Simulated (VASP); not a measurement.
# CS₂: forms and broadenings of the independent-particle spectrum

CS₂, Cmce (no. 64), 6 atoms in the cell. PBE, independent-particle dielectric function; PAW potentials S, C (PBE set).

## Input

INCAR.step1:
```
SYSTEM = CS2
  PREC = Accurate
  ENCUT = 460
  ISMEAR = 0
  SIGMA = 0.02
  EDIFF = 1E-8
  LASPH = .TRUE.
  KPAR = 4
  LWAVE = .FALSE.
  LCHARG = .FALSE.
  LEPSILON = .TRUE.
```

INCAR.step2, as INCAR.step1 but for:
```
- LWAVE = .FALSE.
- LEPSILON = .TRUE.
+ LWAVE = .TRUE.
+ NBANDS = 80
```

INCAR.step3, as INCAR.step2 but for:
```
- EDIFF = 1E-8
- LWAVE = .TRUE.
+ EDIFF = 1E-7
+ LWAVE = .FALSE.
+ LOPTICS = .TRUE.
+ NEDOS = 2000
+ CSHIFT = 0.1
+ ALGO = None
+ NELM = 1
+ ISTART = 1
```

INCAR.step4, as INCAR.step3 but for:
```
+ LNABLA = .TRUE.
```

INCAR.step5, as INCAR.step4 but for:
```
- LNABLA = .TRUE.
+ LPEAD = .TRUE.
+ IPEAD = 1
```

INCAR.step6, as INCAR.step5 but for:
```
- IPEAD = 1
+ IPEAD = 3
```

INCAR.step7 changes the same tag again: IPEAD = 4.

INCAR.step8, as INCAR.step7 but for:
```
- CSHIFT = 0.1
- LPEAD = .TRUE.
- IPEAD = 4
+ CSHIFT = 0.03
```

INCAR.step9, as INCAR.step8 but for:
```
- CSHIFT = 0.03
+ CSHIFT = 0.5
```

INCAR.step10 changes the same tag again: CSHIFT = 0.3.

INCAR.step11, as INCAR.step10 but for:
```
- ISMEAR = 0
- CSHIFT = 0.3
+ ISMEAR = -5
+ CSHIFT = 0.1
```

INCAR.step12, as INCAR.step11 but for:
```
- ISMEAR = -5
- SIGMA = 0.02
+ ISMEAR = 0
+ SIGMA = 0.2
```

INCAR.step13, as INCAR.step12 but for:
```
- SIGMA = 0.2
+ SIGMA = 0.02
+ OMEGAMAX = 12
```

INCAR.step14, as INCAR.step13 but for:
```
- OMEGAMAX = 12
+ OMEGAMAX = 60
```

KPOINTS:
```
k-points
0
Gamma
  4 4 2
```

POSCAR:
```
CS2
1.0
    3.6457880000     -2.9943140000      0.0000000000
    3.6457880000      2.9943140000      0.0000000000
    0.0000000000      0.0000000000      9.8512570000
S C
4 2
Direct
    0.1815210000      0.8184790000      0.8868670000
    0.3184790000      0.6815210000      0.3868670000
    0.6815210000      0.3184790000      0.6131330000
    0.8184790000      0.1815210000      0.1131330000
    0.5000000000      0.5000000000      0.5000000000
    0.0000000000      0.0000000000      0.0000000000
```

Commands (each step's output is kept before the next begins):
```
cat potpaw_PBE.64/S/POTCAR potpaw_PBE.64/C/POTCAR > POTCAR
cp INCAR.step1 INCAR
mpirun -np 4 vasp_std > vasp.out
rm WAVECAR CHG
cp INCAR.step2 INCAR
mpirun -np 4 vasp_std > vasp.out
cp INCAR.step3 INCAR
mpirun -np 4 vasp_std > vasp.out
cp INCAR.step4 INCAR
mpirun -np 4 vasp_std > vasp.out
cp INCAR.step5 INCAR
mpirun -np 4 vasp_std > vasp.out
cp INCAR.step6 INCAR
mpirun -np 4 vasp_std > vasp.out
cp INCAR.step7 INCAR
mpirun -np 4 vasp_std > vasp.out
cp INCAR.step8 INCAR
mpirun -np 4 vasp_std > vasp.out
cp INCAR.step9 INCAR
mpirun -np 4 vasp_std > vasp.out
cp INCAR.step10 INCAR
mpirun -np 4 vasp_std > vasp.out
cp INCAR.step11 INCAR
mpirun -np 4 vasp_std > vasp.out
cp INCAR.step12 INCAR
mpirun -np 4 vasp_std > vasp.out
cp INCAR.step13 INCAR
mpirun -np 4 vasp_std > vasp.out
cp INCAR.step14 INCAR
mpirun -np 4 vasp_std > vasp.out
```

## Result

- Direct gap on the mesh (eV): 3.43
- Gap on the mesh (eV): 3.43
- Bands: 80

One ground state, settings moved in the last step alone:

| Settings | ε at zero frequency | Mean energy of the absorption, weighted by Im ε (eV) | Time (s) |
|---|---|---|---|
| longitudinal form, CSHIFT 0.1 | 3.72 | 8.73 | 5 |
| transversal form (LNABLA) | 4.31 | 8.85 | 5 |
| finite differences (LPEAD), order 1 | 3.67 | 8.79 | 6 |
| finite differences (LPEAD), order 3 | 3.72 | 8.73 | 11 |
| finite differences (LPEAD), order 4 | 3.72 | 8.73 | 13 |
| CSHIFT 0.03 | 3.72 | 8.70 | 5 |
| CSHIFT 0.5 | 3.69 | 8.84 | 5 |
| CSHIFT 0.3 | 3.71 | 8.78 | 5 |
| tetrahedron method | 3.72 | 8.73 | 5 |
| SIGMA 0.2 | 3.72 | 8.73 | 5 |
| OMEGAMAX 12, which cuts the spectrum short | 3.43 | – | 5 |
| OMEGAMAX 60 | 3.72 | 8.73 | 5 |

The mean energy covers the spectrum up to 20 eV.

On the same mesh, density-functional perturbation theory with local fields gives ε = 2.38.

Limits: The 4×4×2 mesh is coarse for a spectrum: peaks stand apart that a denser mesh merges.

VASP 6.6.1 took 257 s on 4 cores (Intel Xeon Platinum 8488C (Sapphire Rapids)), a shared host.
